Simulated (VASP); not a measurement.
Computed with PBEsol GGA, VASP's PBE PAW potentials (set 64) (plane waves; VASP).

A VASP calculation is set up with these files.

**POSCAR**
```
FePt
1
    2.6863434090     0.0000000000     0.0000000000
    0.0000000000     2.6863434090     0.0000000000
    0.0000000000     0.0000000000     3.7142809234
Fe Pt
1 1
Direct
  0.0000000000   0.0000000000   0.0000000000
  0.5000000000   0.5000000000   0.5000000000
```

INCAR:
```
SYSTEM = FePt
PREC = Accurate
ENCUT = 520
EDIFF = 1E-7
NELM = 100
ALGO = Normal
LREAL = .FALSE.
LASPH = .TRUE.
ISMEAR = 0
SIGMA = 0.05
GGA = PS
LMAXMIX = 6
ISPIN = 2
MAGMOM = 2.9 0.3
LORBIT = 11
LWAVE = .FALSE.
LCHARG = .FALSE.
ICHARG = 11
```

KPOINTS:
```
k-points along high-symmetry lines
10
Line-mode
Reciprocal
  0.000000   0.000000   0.000000 ! GAMMA
  0.000000   0.500000   0.000000 ! X

  0.000000   0.500000   0.000000 ! X
  0.500000   0.500000   0.000000 ! M

  0.500000   0.500000   0.000000 ! M
  0.000000   0.000000   0.000000 ! GAMMA

  0.000000   0.000000   0.000000 ! GAMMA
  0.000000   0.000000   0.500000 ! Z

  0.000000   0.000000   0.500000 ! Z
  0.000000   0.500000   0.500000 ! R

  0.000000   0.500000   0.500000 ! R
  0.500000   0.500000   0.500000 ! A

  0.500000   0.500000   0.500000 ! A
  0.000000   0.000000   0.500000 ! Z

  0.000000   0.500000   0.000000 ! X
  0.000000   0.500000   0.500000 ! R

  0.500000   0.500000   0.000000 ! M
  0.500000   0.500000   0.500000 ! A
```

POTCAR, in this order: Fe Pt (PBE.64 set). Program: vasp_std. Read from the step before: CHGCAR.

The resulting files:

File OSZICAR:
```
       N       E                     dE             d eps       ncg     rms          rms(c)
DAV:   1     0.930976057177E+02    0.93098E+02   -0.89264E+03  5527   0.135E+03
DAV:   2    -0.121410553716E+02   -0.10524E+03   -0.94352E+02  5533   0.258E+02
DAV:   3    -0.152823139455E+02   -0.31413E+01   -0.30790E+01  6821   0.541E+01
DAV:   4    -0.153150094749E+02   -0.32696E-01   -0.32681E-01  6443   0.468E+00
DAV:   5    -0.153159586782E+02   -0.94920E-03   -0.94917E-03  7165   0.874E-01
DAV:   6    -0.153160053954E+02   -0.46717E-04   -0.46718E-04  7116   0.155E-01
DAV:   7    -0.153160070128E+02   -0.16174E-05   -0.16167E-05  7173   0.282E-02
DAV:   8    -0.153160070967E+02   -0.83888E-07   -0.83824E-07  6065   0.500E-03
   1 F= -.15316007E+02 E0= -.15315099E+02  d E =-.181618E-02  mag=     3.1850
```

File OUTCAR:
```



 magnetization (x)

# of ion       s       p       d       tot
------------------------------------------
    1        0.009   0.008   2.886   2.904
    2       -0.016  -0.042   0.440   0.382
--------------------------------------------------
tot         -0.007  -0.034   3.327   3.286
```
(Selected blocks of OUTCAR.)

### OUTCAR
```
 val. band max:        9.2206381100   @ k =   0.2778   0.2778   0.5000

 cond. band min:       9.2371246105   @ k =   0.0000   0.5000   0.0556



 spin component 1

 k-point     1 :       0.0000    0.0000    0.0000
  band No.  band energies     occupation
      1      -0.9672      1.00000
      2       2.3444      1.00000
      3       2.4927      1.00000
      4       5.4670      1.00000
      5       5.4670      1.00000
      6       5.9646      1.00000
      7       6.9284      1.00000
      8       7.0439      1.00000
      9       8.4996      1.00000
     10       8.6437      1.00000
     11       8.6437      1.00000
     12      11.0018      0.00000
     13      18.8047      0.00000
     14      20.8976      0.00000
     15      20.8976      0.00000

 k-point     2 :       0.0000    0.0556    0.0000
  band No.  band energies     occupation
      1      -0.8830      1.00000
      2       2.3932      1.00000
      3       2.5484      1.00000
      4       5.4284      1.00000
      5       5.4912      1.00000
      6       5.9883      1.00000
      7       6.9066      1.00000
      8       7.0430      1.00000
      9       8.3262      1.00000
     10       8.4203      1.00000
     11       8.6217      1.00000
     12      11.3981      0.00000
     13      18.7454      0.00000
     14      20.4512      0.00000
     15      21.0554      0.00000

 k-point     3 :       0.0000    0.1111    0.0000
  band No.  band energies     occupation
      1      -0.6364      1.00000
      2       2.5138      1.00000
      3       2.7348      1.00000
      4       5.3148      1.00000
      5       5.5633      1.00000
      6       6.0501      1.00000
      7       6.8444      1.00000
      8       7.0491      1.00000
      9       7.7014      1.00000
     10       8.2002      1.00000
     11       8.5563      1.00000
     12      12.2621      0.00000
     13      18.4207      0.00000
     14      19.5708      0.00000
...
```

The density is held fixed in this step, so its total energy and stress have no physical meaning. Unless said otherwise, spin-orbit coupling is left out, though it shifts the bands of the heavy elements here.

The compound is FePt in the L1_0 structure. It was relaxed first.
